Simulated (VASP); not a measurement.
# Cl on W(110): which site?, part 2 of 7

Where does Cl sit on W(110), and how strongly does it bind?

VASP 6.6.1, plane waves and PAW; the level of theory is named at each step.

So far. Step 3 (The bulk reference, job self-consistent run, k-mesh …): The run ends at a pressure of -0.81 GPa.

### Step 4. Relaxing the slab

Level of this step: PBEsol; plane waves and PAW (W) (VASP).

System of this step: W(110). The cell holds 12 atoms: 12 W. Its edges and angles: a = 6.288 Å, b = 5.446 Å, c = 19.447 Å, α = 90.0°, β = 90.0°, γ = 54.7°. It derives from W. 3 layers of bcc W, cut at this functional's lattice. Vacuum lies along c.

The free atoms relax, while those held by selective dynamics keep their cut positions.

File INCAR:

```
SYSTEM = W
PREC = Normal
ENCUT = 320
EDIFF = 1E-05
NELM = 120
ISMEAR = 1
SIGMA = 0.15
LREAL = .FALSE.
ALGO = Fast
GGA = PS
NBANDS = 48
LASPH = .TRUE.
LORBIT = 11
LWAVE = .FALSE.
LCHARG = .FALSE.
KPAR = 2
NCORE = 2
IBRION = 2
NSW = 40
ISIF = 2
EDIFFG = -0.03
POTIM = 0.4
MAXMIX = 40
IDIPOL = 3
LDIPOL = .TRUE.
DIPOL = 0.5 0.5 0.5
```

File POSCAR:

```
W
1.0
    6.2883230688      0.0000000000      0.0000000000
    3.1441615344      4.4465158842      0.0000000000
    0.0000000000      0.0000000000     19.4465158842
W
12
Selective dynamics
Direct
    0.0000000000      0.0000000000      0.3856732000  F F F
    0.5000000000      0.0000000000      0.3856732000  F F F
    0.0000000000      0.5000000000      0.3856732000  F F F
    0.5000000000      0.5000000000      0.3856732000  F F F
    0.7500000000      0.5000000000      0.5000000000  T T T
    0.2500000000      0.5000000000      0.5000000000  T T T
    0.7500000000      0.0000000000      0.5000000000  T T T
    0.2500000000      0.0000000000      0.5000000000  T T T
    0.0000000000      0.0000000000      0.6143268000  T T T
    0.5000000000      0.0000000000      0.6143268000  T T T
    0.0000000000      0.5000000000      0.6143268000  T T T
    0.5000000000      0.5000000000      0.6143268000  T T T
```

File KPOINTS:

```
Automatic mesh
0
Gamma
5 5 1
0 0 0
```

The projector-augmented-wave data sets are W (PBE family, release 64).

On the command line:

```
$ mpirun -np 4 vasp_std
```

The program printed:

```text
[banner, memory and clock lines left out]
running    4 mpi-ranks, on    1 nodes
 distrk:  each k-point on    2 cores,    2 groups
 distr:  one band on    2 cores,    1 groups

 POSCAR found type information on POSCAR W
 POSCAR found :  1 types and      12 ions
 [... a notice as in an earlier step ...]

 LDA part: xc-table for (Slater+PW92), standard interpolation
 POSCAR, INCAR and KPOINTS ok, starting setup
 FFT: planning ... GRIDC
 FFT: planning ... GRID_SOFT
 FFT: planning ... GRID
 WAVECAR not read
 entering main loop
       N       E                     dE             d eps       ncg     rms          rms(c)
DAV:   1     0.280144413326E+03    0.28014E+03   -0.20379E+04   864   0.804E+02
DAV:   2    -0.117454134217E+03   -0.39760E+03   -0.38013E+03  1240   0.207E+02
DAV:   3    -0.160064746336E+03   -0.42611E+02   -0.41020E+02  1040   0.692E+01
DAV:   4    -0.163341004290E+03   -0.32763E+01   -0.32199E+01  1448   0.165E+01
DAV:   5    -0.163431124093E+03   -0.90120E-01   -0.89224E-01  1360   0.296E+00    0.685E+01
RMM:   6    -0.155819877432E+03    0.76112E+01   -0.12894E+01   887   0.116E+01    0.302E+01
RMM:   7    -0.153920890762E+03    0.18990E+01   -0.91997E+00   879   0.117E+01    0.780E+00
RMM:   8    -0.153297504360E+03    0.62339E+00   -0.28531E+00   911   0.723E+00    0.457E+00
RMM:   9    -0.153408318397E+03   -0.11081E+00   -0.12634E+00  1075   0.312E+00    0.162E+00
RMM:  10    -0.153413228039E+03   -0.49096E-02   -0.18671E-01  1134   0.127E+00    0.164E+00
RMM:  11    -0.153410057538E+03    0.31705E-02   -0.37296E-02  1135   0.483E-01    0.155E+00
RMM:  12    -0.153406428131E+03    0.36294E-02   -0.28325E-01  1233   0.143E+00    0.121E+00
RMM:  13    -0.153388409900E+03    0.18018E-01   -0.22314E-02   913   0.534E-01    0.589E-01
RMM:  14    -0.153383211806E+03    0.51981E-02   -0.24738E-02   976   0.407E-01    0.384E-01
RMM:  15    -0.153383946958E+03   -0.73515E-03   -0.97950E-03  1121   0.247E-01    0.144E-01
RMM:  16    -0.153384662139E+03   -0.71518E-03   -0.40024E-03  1029   0.174E-01    0.172E-01
RMM:  17    -0.153384431579E+03    0.23056E-03   -0.81980E-04   951   0.105E-01    0.624E-02
RMM:  18    -0.153384383961E+03    0.47618E-04   -0.35238E-04   970   0.533E-02    0.468E-02
RMM:  19    -0.153384496098E+03   -0.11214E-03   -0.58331E-04  1009   0.583E-02    0.433E-02
RMM:  20    -0.153384579721E+03   -0.83623E-04   -0.11706E-04   853   0.440E-02    0.197E-02
RMM:  21    -0.153384631988E+03   -0.52267E-04   -0.21804E-05   576   0.172E-02    0.177E-02
RMM:  22    -0.153384686344E+03   -0.54356E-04   -0.10370E-05   532   0.109E-02    0.137E-02
RMM:  23    -0.153384727061E+03   -0.40717E-04   -0.66091E-06   525   0.990E-03    0.784E-03
RMM:  24    -0.153384740120E+03   -0.13059E-04   -0.41641E-06   512   0.768E-03    0.634E-03
RMM:  25    -0.153384748116E+03   -0.79954E-05   -0.29862E-06   427   0.533E-03
   1 F= -.15338475E+03 E0= -.15337933E+03  d E =-.153385E+03
 curvature:   0.00 expect dE= 0.000E+00 dE for cont linesearch  0.000E+00
 trial: gam= 0.00000 g(F)=  0.772E-01 g(S)=  0.000E+00 ort = 0.000E+00 (trialstep = 0.100E+01)
 search vector abs. value=  0.772E-01
 bond charge predicted
       N       E                     dE             d eps       ncg     rms          rms(c)
DAV:   1    -0.153449479933E+03   -0.64740E-01   -0.80238E+00   928   0.978E+00    0.725E-01
RMM:   2    -0.153468199619E+03   -0.18720E-01   -0.14840E-01   907   0.142E+00    0.133E+00
RMM:   3    -0.153450891210E+03    0.17308E-01   -0.58884E-02   887   0.110E+00    0.343E-01
RMM:   4    -0.153453094266E+03   -0.22031E-02   -0.21856E-02  1072   0.416E-01    0.358E-01
RMM:   5    -0.153451091414E+03    0.20029E-02   -0.98963E-03   935   0.298E-01    0.247E-01
RMM:   6    -0.153451455448E+03   -0.36403E-03   -0.36295E-03  1193   0.156E-01    0.126E-01
RMM:   7    -0.153451305355E+03    0.15009E-03   -0.47387E-04   991   0.628E-02    0.489E-02
RMM:   8    -0.153451318329E+03   -0.12974E-04   -0.19801E-04  1020   0.331E-02    0.401E-02
RMM:   9    -0.153451328667E+03   -0.10338E-04   -0.21614E-05   560   0.141E-02    0.230E-02
RMM:  10    -0.153451330388E+03   -0.17207E-05   -0.12159E-05   523   0.113E-02
   2 F= -.15345133E+03 E0= -.15344610E+03  d E =-.665823E-01
[...]
3 F= -.15351446E+03 E0= -.15350975E+03  d E =-.129714E+00
[...]
4 F= -.15356996E+03 E0= -.15356525E+03  d E =-.554936E-01
[...]
5 F= -.15362018E+03 E0= -.15361616E+03  d E =-.105723E+00
[...]
6 F= -.15362038E+03 E0= -.15361643E+03  d E =-.105918E+00
[...]
7 F= -.15362035E+03 E0= -.15361635E+03  d E =-.105883E+00
 curvature:  -2.41 expect dE=-0.929E-03 dE for cont linesearch -0.513E-04
 ZBRENT: accuracy reached
 trial: gam= 0.03994 g(F)=  0.385E-03 g(S)=  0.000E+00 ort = 0.148E-02 (trialstep = 0.149E+01)
 search vector abs. value=  0.669E-03
 bond charge predicted
       N       E                     dE             d eps       ncg     rms          rms(c)
DAV:   1    -0.153620712527E+03   -0.37341E-03   -0.15435E-01   928   0.136E+00    0.102E-01
RMM:   2    -0.153620707516E+03    0.50112E-05   -0.84396E-04   874   0.138E-01    0.358E-02
RMM:   3    -0.153620738156E+03   -0.30639E-04   -0.35369E-04   983   0.590E-02    0.234E-02
RMM:   4    -0.153620745211E+03   -0.70556E-05   -0.11027E-04   886   0.289E-02    0.110E-02
RMM:   5    -0.153620750813E+03   -0.56014E-05   -0.16624E-05   545   0.127E-02
   8 F= -.15362075E+03 E0= -.15361686E+03  d E =-.405535E-03
 trial-energy change:   -0.000406  1 .order   -0.000391   -0.000661   -0.000122
 step:   1.8252(harm=  1.8252)  dis= 0.00000  next Energy=  -153.620750 (dE=-0.405E-03)
 reached required accuracy - stopping structural energy minimisation
```

Wall time 2.2 min (4 MPI ranks of AMD EPYC 7R43, shared host); peak memory 0.73 GiB; 7.7 min of CPU time.

Parts of OUTCAR (step 4):

```text
  LATTYP: Found a base centered orthorhombic cell.
 ALAT       =     6.2883230688
 B/A-ratio  =     1.4142135624
 C/A-ratio  =     3.0924804072

 Subroutine GETGRP returns: Found  8 space group operations
 (whereof  8 operations were pure point group operations)

The static configuration has the point symmetry D_2h.

 Found      9 irreducible k-points:

   k-points           NKPTS =      9   k-points in BZ     NKDIM =      9   number of bands    NBANDS=     48

   dimension x,y,z NGX =    28 NGY =   24 NGZ =   90
   dimension x,y,z NGXF=    56 NGYF=   48 NGZF=  180

   ENCUT  =  320.0 eV  23.52 Ry    4.85 a.u.   9.17  7.94 28.36*2*pi/ulx,y,z

   NELECT =      72.0000    total number of electrons

 dipolmoment           0.000000      0.000000      0.000374 electrons x Angstroem

 E-fermi :  -0.5017

 k-point     1 :       0.0000    0.0000    0.0000
  band No.  band energies     occupation
    ...
     27      -1.8294      2.00000
     28      -1.6176      2.00000
     29      -1.1521      2.00000
     30      -1.1498      2.00000
     31      -0.5444      1.46016
     32      -0.4509      0.46129
     33      -0.4509      0.46129
     34      -0.0791     -0.00050
     35       0.2707     -0.00000
     36       0.3510     -0.00000
    ...

 k-point     2 :       0.2000   -0.0000    0.0000
  band No.  band energies     occupation
    ...
     29      -1.3513      2.00000
     30      -1.0586      2.00000
     31      -0.9446      2.00024
     32      -0.9343      2.00035
     33      -0.8148      2.01196
     34      -0.3383     -0.06422
     35      -0.1827     -0.01039
     36      -0.1447     -0.00389
     37      -0.1408     -0.00348
     38       0.3228     -0.00000
    ...

  Total      -19.3870349    -11.1512037     -0.8509874      0.0000000      0.0000000      0.0000000
  in kB      -57.1249033    -32.8575997     -2.5074785      0.0000000      0.0000000      0.0000000
  external PRESSURE =     -30.8299938 kB  Pullay stress =       0.0000000 kB

  energy-cutoff  :      320.00
  volume of cell :      543.75
      direct lattice vectors                 reciprocal lattice vectors
     6.288323069  0.000000000  0.000000000     0.159024908 -0.112447591  0.000000000
     3.144161534  4.446515884  0.000000000     0.000000000  0.224895182  0.000000000
     0.000000000  0.000000000 19.446515884     0.000000000  0.000000000  0.051423093

 POSITION                                       TOTAL-FORCE (eV/Angst)
 -----------------------------------------------------------------------------------
      0.00000      0.00000      7.50000         0.000000      0.000000      0.013819
      3.14416      0.00000      7.50000        -0.000000     -0.000000      0.013819
      1.57208      2.22326      7.50000         0.000000      0.000000      0.013819
      4.71624      2.22326      7.50000        -0.000000     -0.000000      0.013819
      6.28832      2.22326      9.64616         0.000000     -0.000000     -0.005886
      3.14416      2.22326      9.64616         0.000000      0.000000     -0.005886
      4.71624      0.00000      9.64616         0.000000      0.000000     -0.005886
      1.57208      0.00000      9.64616         0.000000      0.000000     -0.005886
      0.00000      0.00000     11.79179        -0.000000      0.000000     -0.007933
      3.14416      0.00000     11.79179        -0.000000     -0.000000     -0.007933
      1.57208      2.22326     11.79179        -0.000000      0.000000     -0.007933
      4.71624      2.22326     11.79179         0.000000     -0.000000     -0.007933
 -----------------------------------------------------------------------------------
    total drift:                                0.000000      0.000001      0.009421

  FREE ENERGIE OF THE ION-ELECTRON SYSTEM (eV)
  ---------------------------------------------------
  free  energy   TOTEN  =      -153.6207508126 eV

  energy  without entropy=     -153.6090809300  energy(sigma->0) =     -153.61686085

 vacuum level on the upper side and lower side of the slab         4.452         4.451

 total charge
# of ion       s       p       d       tot
------------------------------------------
    1        0.682   0.557   4.165   5.405
    2        0.682   0.557   4.165   5.405
    3        0.682   0.557   4.165   5.405
    4        0.682   0.557   4.165   5.405
    5        0.699   0.743   4.349   5.792
    6        0.699   0.743   4.349   5.792
    7        0.699   0.743   4.349   5.792
    8        0.699   0.743   4.349   5.792
    9        0.683   0.557   4.166   5.405
   10        0.683   0.557   4.166   5.405
   11        0.683   0.557   4.166   5.405
   12        0.683   0.557   4.166   5.405
--------------------------------------------------
tot          8.258   7.428  50.722  66.408

[... 1 part as in an earlier step ...]

[... 7 further parts left out ...]
```

CONTCAR:

```
W
   1.00000000000000
     6.2883230687999996    0.0000000000000000    0.0000000000000000
     3.1441615343999998    4.4465158842000001    0.0000000000000000
     0.0000000000000000    0.0000000000000000   19.4465158842000001
  W
    12
Selective dynamics
Direct
     0.0000000000000000    0.0000000000000000    0.3856731999999994   F   F   F
     0.5000000000000000    0.0000000000000000    0.3856731999999994   F   F   F
     0.0000000000000000    0.5000000000000000    0.3856731999999994   F   F   F
     0.5000000000000000    0.5000000000000000    0.3856731999999994   F   F   F
     0.7500000000000000    0.5000000000000000    0.4960352491024176   T   T   T
     0.2500000000000000    0.5000000000000000    0.4960352491024176   T   T   T
     0.7500000000000000    0.0000000000000000    0.4960352491024176   T   T   T
     0.2500000000000000    0.0000000000000000    0.4960352491024176   T   T   T
     0.0000000000000000    0.0000000000000000    0.6063704327723519   T   T   T
     0.5000000000000000    0.0000000000000000    0.6063704327723519   T   T   T
     0.0000000000000000    0.5000000000000000    0.6063704327723519   T   T   T
     0.5000000000000000    0.5000000000000000    0.6063704327723519   T   T   T
```

The run keeps the 4 symmetry operations of its start, so it cannot find a distortion of lower symmetry.

Step by step:

| step | energy less that of the first step (eV) | largest force (eV/Å) |
| --- | --- | --- |
| 1 | 0.0000 | 0.7070 |
| 2 | -0.0666 | 0.5079 |
| 3 | -0.1297 | 0.6167 |
| 4 | -0.1852 | 0.4215 |
| 5 | -0.2354 | 0.0448 |
| 6 | -0.2356 | 0.0437 |
| 7 | -0.2356 | 0.0442 |
| 8 | -0.2360 | 0.0079 |

The atoms that moved most (Å):

| atom | dx | dy | dz | length |
| --- | --- | --- | --- | --- |
| W12 | 0.000 | 0.000 | -0.155 | 0.155 |
| W11 | 0.000 | 0.000 | -0.155 | 0.155 |
| W10 | 0.000 | 0.000 | -0.155 | 0.155 |
| W9 | 0.000 | 0.000 | -0.155 | 0.155 |
| W8 | 0.000 | 0.000 | -0.077 | 0.077 |
| W7 | 0.000 | 0.000 | -0.077 | 0.077 |
| W6 | 0.000 | 0.000 | -0.077 | 0.077 |
| W5 | 0.000 | 0.000 | -0.077 | 0.077 |

Final coordinates:

```xyz
12
Lattice="6.2883 0.0000 0.0000 3.1442 4.4465 0.0000 0.0000 0.0000 19.4465" Properties=species:S:1:pos:R:3
W     0.0000    0.0000    7.5000
W     3.1442    0.0000    7.5000
W     1.5721    2.2233    7.5000
W     4.7162    2.2233    7.5000
W     6.2883    2.2233    9.6462
W     3.1442    2.2233    9.6462
W     4.7162    0.0000    9.6462
W     1.5721    0.0000    9.6462
W     0.0000    0.0000   11.7918
W     3.1442    0.0000   11.7918
W     1.5721    2.2233   11.7918
W     4.7162    2.2233   11.7918
```

Numbers from this step:

- electronic cycles: 76
- electrons: 72
- free energy (TOTEN): -153.6208 eV
- energy at zero smearing: -153.6169 eV
- Fermi energy: -0.5017 eV
- dipole moment: 0, 0, 3.74e-4 e·Å

The run ended after 8 ionic steps, 0.236 eV below its first step, once the forces on the free atoms met EDIFFG = -0.03.

(Part 2 of 7 ends here.)

[Lines on the potential files, build, host, timing and source positions are cut from VASP's logs without a mark.]

[Logs are printed without paths, hosts, clocks, repeated set-up lines and the standing remarks that a program may print on its own settings, such as how far it seeks lower states.]

[Hosts, paths, dates, database ids (printed as entryN), source tags and the programs' standing remarks are cut or masked in the printed files.]

[Runs that stopped without an error message from VASP are left out.]
